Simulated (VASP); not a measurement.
# NiMoIrPdW: single point with PBEsol+D3(BJ)

The system is NiMoIrPdW.

```
CELL_PARAMETERS angstrom
4.06228 0.00000 0.00000
-2.03114 3.51803 0.00000
0.00000 0.00000 5.30445
ATOMIC_POSITIONS crystal
Ni 0.00000 0.00000 0.01135
Mo 0.66667 0.33333 0.46934
Pd 0.33333 0.66667 0.74623
Ir 0.33333 0.66667 0.25638
W 0.66667 0.33333 0.00113
```

The cell was built by a generator and needn't be a form met in nature.

- Program: VASP 6.6.1
- Task: single point
- Functional: PBEsol
- Dispersion: D3(BJ)
- Potentials or basis: VASP PAW PBE potentials, release 64 (Ni, Mo_sv, Pd, Ir, W_sv)
- Cutoff: 520 eV
- k mesh: 5 × 5 × 4
- Occupations: fermi-dirac, width 0.05 eV
- Spin: collinear spin, typed start
- Starting moments: [1.0, 1.0, 0.0, 0.6, 0.0] μB

| Item | Value |
| --- | --- |
| Pressure | 0.4 GPa |
| Largest force | 0.055 eV/Å |
| Band gap on the k mesh | none (metal or under the smearing width) |
| Net moment | 0.00 μB per cell |
| Valence electrons inside the program's atomic spheres | Ni 9.57; Mo 12.47; Pd 9.73; Ir 8.55; W 12.22 |
| Dispersion energy per atom | -0.602 eV |

Forces in eV/Å, atoms in the order of the input:
```
Ni   0.000  0.000 -0.002
Mo   0.000  0.000  0.052
Pd   0.000  0.000 -0.011
Ir   0.000  0.000  0.015
W    0.000  0.000 -0.055
```

Stress tensor (GPa, compression positive):
```
0.42 0.00 0.00
0.00 0.42 0.00
0.00 0.00 0.35
```

Levels at points of the mesh, in eV from the Fermi level:
Spin up:
```tsv
k point	band 25	band 26	band 27	band 28	band 29	band 30	band 31	band 32
(0.00, 0.00, 0.00)	-1.86	-1.55	-1.55	-0.82	0.91	0.91	2.16	2.16
(0.00, 0.00, 0.50)	-1.54	-0.45	-0.45	-0.22	0.40	0.61	0.61	1.73
```
Spin down:
| k point | band 25 | band 26 | band 27 | band 28 | band 29 | band 30 | band 31 | band 32 |
| --- | --- | --- | --- | --- | --- | --- | --- | --- |
| (0.00, 0.00, 0.00) | -1.86 | -1.55 | -1.55 | -0.82 | 0.91 | 0.91 | 2.16 | 2.16 |
| (0.00, 0.00, 0.50) | -1.54 | -0.45 | -0.45 | -0.22 | 0.40 | 0.61 | 0.61 | 1.73 |

Run time: 60 s on 1 thread of Intel(R) Xeon(R) 6975P-C (Granite Rapids), on a shared host, peak memory 0.29 GiB.

Caveat: the PAW data sets were made with another functional, which shifts forces and pressure a little; pairwise dispersion overbinds metals, which lowers pressure and volume. The run has no spin-orbit coupling, so splittings on Ir, W are missing.
